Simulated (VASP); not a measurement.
The cell holds one W (bcc) (111) slab, with vacuum along c, ions free to move until forces fall under 0.03 eV/Å, no reconstruction beyond this cell, dipole correction on.

Data:

```
CELL_PARAMETERS angstrom
      4.46497     0.00000     0.00000
     -2.23248     3.86678     0.00000
      0.00000     0.00000    24.10084
ATOMIC_POSITIONS crystal
  W  0.00000 0.00000 0.34090
  W  0.66667 0.33333 0.37062
  W  0.33333 0.66667 0.39912
  W  0.00000 0.00000 0.44403
  W  0.66667 0.33333 0.47981
  W  0.33333 0.66667 0.52019
  W  0.00000 0.00000 0.55597
  W  0.66667 0.33333 0.60088
  W  0.33333 0.66667 0.62938
  W  0.00000 0.00000 0.65910
```

Calculation: PBEsol GGA, VASP's PBE PAW potentials (set 64) (plane waves; VASP). Numerical set-up: 400 eV cut-off, 7×7×1 Γ-centred mesh, first-order Methfessel-Paxton smearing of 0.10 eV, potentials W_sv.

Slab and bulk use different k-meshes, so the surface energy is good to a few per cent at best. Unless said otherwise, spin-orbit coupling is left out, though it shifts the bands of the heavy elements here.

- surface energy = 3.92 J/m^2
- work function = 4.26 eV
- band gap (on the k-mesh) = none (metal, semimetal or under 0.01 eV)

Measured: work function 4.47 eV (computed value off by -0.21 eV), as given by Richard Tran et al., Surface Science (2019), arXiv:1902.07811.

The cell is a thin slab with vacuum, built from W (bcc): (111) face.
